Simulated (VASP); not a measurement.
Input for VASP

File POSCAR:
```
BP
1
    3.3414510000     0.0000000000     0.0000000000
    0.0000000000     3.3414510000     0.0000000000
    0.0000000000     0.0000000000    15.9941060000
B P
2 2
Direct
  0.5000000000   0.0000000000   0.5623390000
  0.0000000000   0.5000000000   0.4376610000
  0.0000000000   0.0000000000   0.5000000000
  0.5000000000   0.5000000000   0.5000000000
```

**INCAR**
```
! general
SYSTEM = BP
PREC   = Accurate
ENCUT  = 400
LREAL  = F
LASPH  = T

! electronic loop
EDIFF  = 1E-6
NELM   = 100
ALGO   = Normal

! smearing
ISMEAR = 0
SIGMA  = 0.272

! functional
GGA    = PE

! ions
ISIF   = 2

! output
LWAVE  = F
LCHARG = F
```

KPOINTS:
```
Regular mesh
0
gamma
  8 8 1
0 0 0
```

POTCAR, in this order: B P (PBE.64 set). Program: vasp_std.

Task: Translate this PBE calculation to Quantum ESPRESSO's pw.x.

Result: One equivalent input (not run):
```
&CONTROL
  calculation = 'scf'
  pseudo_dir = './pseudo'
  outdir = './out'
  tprnfor = .true.
  tstress = .true.
/
&SYSTEM
  ibrav = 0
  nat = 4
  ntyp = 2
  ecutwfc = 76
  occupations = 'smearing'
  smearing = 'gaussian'
  degauss = 0.01999
  input_dft = 'pbe'
/
&ELECTRONS
  conv_thr = 7.3e-08
  electron_maxstep = 100
/
ATOMIC_SPECIES
  B 10.810 B.upf
  P 30.974 P.upf
CELL_PARAMETERS angstrom
     3.3414510    0.0000000    0.0000000
     0.0000000    3.3414510    0.0000000
     0.0000000    0.0000000   15.9941060
ATOMIC_POSITIONS crystal
  B    0.5000000  0.0000000  0.5623390
  B    0.0000000  0.5000000  0.4376610
  P    0.0000000  0.0000000  0.5000000
  P    0.5000000  0.5000000  0.5000000
K_POINTS automatic
  8 8 1 0 0 0
```
The two are equivalent in intent, not identical: the potentials are each code's own (VASP's PAW set, PseudoDojo norm-conserving files in pw.x), so ENCUT and ecutwfc are chosen apart and not converted; conv_thr bounds pw.x's estimated SCF error, while EDIFF bounds the energy change between steps.

The cell is a sheet with vacuum, built from a generated structure.
